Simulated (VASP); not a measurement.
A convergence study with VASP on ZrC (rock salt): one setting is varied, all else stays as given below, so the limit is that of these other settings. Each run relaxes cell and ions; the cell shown is the tightest run's result. The basis is that of the starting cell, so low cut-offs carry a Pulay error.

```
CELL_PARAMETERS angstrom
      0.00000     2.35517     2.35517
      2.35517     0.00000     2.35517
      2.35517     2.35517     0.00000
ATOMIC_POSITIONS crystal
  Zr 0.00000 0.00000 0.00000
  C  0.50000 0.50000 0.50000
```

These are PBE GGA, VASP's PBE PAW potentials (set 64) (plane waves; VASP) values and carry that method's errors. The tightest run used: 800 eV cut-off, 11×11×11 Γ-centred mesh, first-order Methfessel-Paxton smearing of 0.10 eV, potentials Zr_sv C.

The reference is ENCUT = 800, which took about 60 core-seconds. Costs are core time on shared hosts, one run each; read them as rough ratios.

Q: Of the settings ENCUT = 250; ENCUT = 300; ENCUT = 350; ENCUT = 400; ENCUT = 450; ENCUT = 500; ENCUT = 550; ENCUT = 600; ENCUT = 650; ENCUT = 700; ENCUT = 750; ENCUT = 800, which is the lowest that keeps the difference from the reference in relaxed volume (Å³/atom) within 0.1 from there on, and what does it cost?

A: ENCUT = 400; its cost over the reference is about 1/4.
| setting | difference in relaxed volume (Å³/atom) | cost over the reference |
|---|---|---|
| ENCUT = 250 | 0.612 | about 1/4 |
| ENCUT = 300 | 0.345 | about 1/4 |
| ENCUT = 350 | 0.172 | about 1/5 |
| ENCUT = 400 | 0.052 | about 1/4 |
| ENCUT = 450 | 0.006 | about 1/4 |
| ENCUT = 500 | 0.003 | about 1/4 |
| ENCUT = 550 | 0.000 | about 1/2 |
| ENCUT = 600 | 0.002 | within a factor of 2 |
| ENCUT = 650 | 0.002 | about 1/2 |
| ENCUT = 700 | 0.002 | within a factor of 2 |
| ENCUT = 750 | 0.001 | within a factor of 2 |
| ENCUT = 800 | 0.000 | reference |

Left out are rungs that failed or repeat a setting and relaxations that didn't move; long series are thinned to 24 rows.

The compound is ZrC in the rock salt structure.
